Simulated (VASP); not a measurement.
Energy against volume of PbO₂ (rutile). These are PBE GGA with D3 dispersion (zero damping), VASP's PBE PAW potentials (set 64) (plane waves; VASP) values and carry that method's errors. Settings: 520 eV cut-off, 5×5×7 Γ-centred mesh, Gaussian smearing of 0.050 eV, potentials Pb_d O.

Shape and ions are relaxed at each volume.

```json
[
 {"V (Å³/atom)": "14.133", "E (eV/atom)": "-5.45057"},
 {"V (Å³/atom)": "14.571", "E (eV/atom)": "-5.45641"},
 {"V (Å³/atom)": "15.008", "E (eV/atom)": "-5.45283"},
 {"V (Å³/atom)": "15.445", "E (eV/atom)": "-5.44170"}
]
```

### Question
Fit these four points and predict the energy of the run at 13.696 Å³/atom.

### Answer
A cubic in V^(−2/3), the third-order Birch-Murnaghan form, passes through the four points with V0 = 14.61 Å³/atom and B0 = 113 GPa, and gives -5.4331 eV/atom there. The run gave -5.4331 eV/atom, +0.0 meV/atom from the fit; all five points give B0 = 113 GPa.

The compound is PbO2 in the rutile structure. It was relaxed first, which changed the volume by +5 %.
